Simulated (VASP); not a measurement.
Computed with PBEsol GGA, VASP's PBE PAW potentials (set 64) (plane waves; VASP).

VASP ran on this input.

File KPOINTS:
```
Automatic mesh
0
Gamma
8 8 8
0 0 0
```

INCAR:
```
# general
SYSTEM   =  PbS
PREC     =  Accurate
ENCUT    =  400
LREAL    =  .FALSE.
LASPH    =  .TRUE.

# electronic loop
EDIFF    =  1E-6
NELM     =  100
ALGO     =  Normal
LMAXMIX  =  4

# smearing
ISMEAR   =  0
SIGMA    =  0.05

# functional
GGA      =  PS

# ions
IBRION   =  2
NSW      =  60
ISIF     =  3
EDIFFG   =  -0.01

# output
LWAVE    =  .FALSE.
LCHARG   =  .FALSE.
```

### POSCAR
```
PbS
1
    0.0000000000     2.7108000000     2.7108000000
    2.7108000000     0.0000000000     2.7108000000
    2.7108000000     2.7108000000     0.0000000000
Pb S
1 1
Direct
  0.0000000000   0.0000000000   0.0000000000
  0.5000000000   0.5000000000   0.5000000000
```

POTCAR, in this order: Pb_d S (PBE.64 set). Program: vasp_std.

Output

File OSZICAR:
```
       N       E                     dE             d eps       ncg     rms          rms(c)
DAV:   1     0.149028493304E+03    0.14903E+03   -0.87295E+03   824   0.136E+03
DAV:   2     0.221401393408E+01   -0.14681E+03   -0.14291E+03   872   0.353E+02
DAV:   3    -0.874180598697E+01   -0.10956E+02   -0.10681E+02  1094   0.991E+01
DAV:   4    -0.898330359141E+01   -0.24150E+00   -0.24140E+00   940   0.161E+01
DAV:   5    -0.899202318727E+01   -0.87196E-02   -0.87195E-02  1196   0.302E+00    0.871E+00
DAV:   6    -0.872215096161E+01    0.26987E+00   -0.65346E-01  1218   0.953E+00    0.562E+00
DAV:   7    -0.871133853904E+01    0.10812E-01   -0.14448E-01  1058   0.277E+00    0.195E+00
DAV:   8    -0.870975427601E+01    0.15843E-02   -0.15983E-02  1158   0.173E+00    0.371E-01
DAV:   9    -0.870968891034E+01    0.65366E-04   -0.10799E-03  1054   0.410E-01    0.141E-01
DAV:  10    -0.870970139032E+01   -0.12480E-04   -0.16545E-04  1036   0.153E-01    0.208E-02
DAV:  11    -0.870970205415E+01   -0.66383E-06   -0.32685E-05  1226   0.755E-02    0.248E-02
DAV:  12    -0.870970207377E+01   -0.19627E-07   -0.23209E-06   918   0.142E-02
   1 F= -.87097021E+01 E0= -.87097021E+01  d E =-.870970E+01
       N       E                     dE             d eps       ncg     rms          rms(c)
DAV:   1    -0.365165350883E+02   -0.27807E+02   -0.13224E+03   998   0.919E+02    0.274E+01
DAV:   2    -0.148069119451E+02    0.21710E+02   -0.77956E+01   860   0.123E+02    0.124E+01
DAV:   3    -0.919544054493E+01    0.56115E+01   -0.23193E+01   968   0.697E+01    0.238E+00
DAV:   4    -0.918051492218E+01    0.14926E-01   -0.55324E-01   830   0.528E+00    0.120E+00
DAV:   5    -0.914714115964E+01    0.33374E-01   -0.59635E-02   932   0.251E+00    0.417E-01
DAV:   6    -0.914678900126E+01    0.35216E-03   -0.49927E-03  1030   0.107E+00    0.199E-01
DAV:   7    -0.914680306403E+01   -0.14063E-04   -0.61483E-04   986   0.246E-01    0.497E-02
DAV:   8    -0.914682031949E+01   -0.17255E-04   -0.63604E-05  1048   0.103E-01    0.786E-03
DAV:   9    -0.914682069167E+01   -0.37218E-06   -0.96951E-06   948   0.423E-02
   2 F= -.91468207E+01 E0= -.91468207E+01  d E =-.437119E+00
       N       E                     dE             d eps       ncg     rms          rms(c)
DAV:   1    -0.162170224107E+02   -0.70702E+01   -0.17511E+02   998   0.195E+02    0.162E+01
DAV:   2    -0.101208703150E+02    0.60962E+01   -0.14549E+01   992   0.888E+01    0.472E+00
DAV:   3    -0.942341937489E+01    0.69745E+00   -0.33154E+00   998   0.327E+01    0.155E+00
DAV:   4    -0.943581110392E+01   -0.12392E-01   -0.10984E-01  1020   0.339E+00    0.613E-01
DAV:   5    -0.943876073395E+01   -0.29496E-02   -0.44118E-03   974   0.563E-01    0.288E-01
DAV:   6    -0.943931139793E+01   -0.55066E-03   -0.19640E-03   878   0.314E-01    0.736E-02
DAV:   7    -0.943924269085E+01    0.68707E-04   -0.16133E-04  1038   0.104E-01    0.262E-02
DAV:   8    -0.943923822414E+01    0.44667E-05   -0.65377E-05   848   0.604E-02    0.136E-02
DAV:   9    -0.943923822648E+01   -0.23399E-08   -0.48248E-06  1034   0.140E-02
   3 F= -.94392382E+01 E0= -.94392288E+01  d E =-.729536E+00
```

**OUTCAR**
```
------------------------ aborting loop because EDIFF is reached ----------------------------------------
  FORCE on cell =-STRESS in cart. coord.  units (eV):
  Direction    XX          YY          ZZ          XY          YZ          ZX
  --------------------------------------------------------------------------------------
  Total       -0.0031609     -0.0031609     -0.0031609      0.0000000      0.0000000     -0.0000000
  in kB       -0.0990550     -0.0990550     -0.0990550      0.0000000      0.0000000     -0.0000000
  external PRESSURE =      -0.0990550 kB  Pullay stress =       0.0000000 kB
  volume of cell :       51.13
      direct lattice vectors                 reciprocal lattice vectors
    -0.000000000  2.945803842  2.945803842    -0.169732958  0.169732958  0.169732958
     2.945803842  0.000000000  2.945803842     0.169732958 -0.169732958  0.169732958
     2.945803842  2.945803842  0.000000000     0.169732958  0.169732958 -0.169732958
  FREE ENERGIE OF THE ION-ELECTRON SYSTEM (eV)
  ---------------------------------------------------
  free  energy   TOTEN  =        -9.4392382265 eV

  energy  without entropy=       -9.4392193979  energy(sigma->0) =       -9.43922881

 reached required accuracy - stopping structural energy minimisation
```
(Selected blocks of OUTCAR.)

**CONTCAR**
```
PbS
   1.00000000000000
    -0.0000000000000000    2.9458038416348780    2.9458038416348780
     2.9458038416348780    0.0000000000000000    2.9458038416348780
     2.9458038416348780    2.9458038416348780    0.0000000000000000
  Pb              S
     1     1
Direct
     0.0000000000000000    0.0000000000000000    0.0000000000000000
     0.5000000000000000    0.5000000000000000    0.5000000000000000
```

### OUTCAR
```
 val. band max:        5.9813331097   @ k =   0.5000   0.0000   0.0000

 cond. band min:       6.1589042860   @ k =   0.5000   0.0000   0.0000


 Fermi energy:         6.0701186969

 k-point     1 :       0.0000    0.0000    0.0000
  band No.  band energies     occupation
      1     -10.8147      2.00000
      2     -10.8147      2.00000
      3     -10.8147      2.00000
      4     -10.8018      2.00000
      5     -10.8018      2.00000
      6      -7.8325      2.00000
      7      -0.0645      2.00000
      8       3.6856      2.00000
      9       3.6856      2.00000
     10       3.6856      2.00000
     11      11.1764      0.00000
     12      11.1764      0.00000
     13      11.1764      0.00000
     14      12.5530      0.00000

 k-point     2 :       0.1250    0.0000    0.0000
  band No.  band energies     occupation
      1     -10.8136      2.00000
      2     -10.8125      2.00000
      3     -10.8125      2.00000
      4     -10.8016      2.00000
      5     -10.8015      2.00000
      6      -7.6931      2.00000
      7      -0.5540      2.00000
      8       3.7294      2.00000
      9       3.7294      2.00000
     10       4.0524      2.00000
     11       9.8854      0.00000
     12      10.3535      0.00000
     13      10.3535      0.00000
     14      12.4884      0.00000

 k-point     3 :       0.2500    0.0000    0.0000
  band No.  band energies     occupation
      1     -10.8220      2.00000
      2     -10.8220      2.00000
      3     -10.8129      2.00000
      4     -10.7862      2.00000
      5     -10.7862      2.00000
      6      -7.3039      2.00000
      7      -1.5875      2.00000
      8       3.8541      2.00000
      9       3.8541      2.00000
     10       4.7447      2.00000
     11       8.2218      0.00000
     12       9.1025      0.00000
     13       9.1025      0.00000
     14      12.6567      0.00000

 k-point     4 :       0.3750    0.0000    0.0000
  band No.  band energies     occupation
...
```

Energy and stress use the plane-wave basis of the starting cell. Unless said otherwise, spin-orbit coupling is left out, though it shifts the bands of the heavy elements here.

The structure was generated: PbS was put into the rock salt type (Fm-3m), which need not be its known phase. This run relaxes it. Symmetry was kept, so distortions that lower it aren't found.
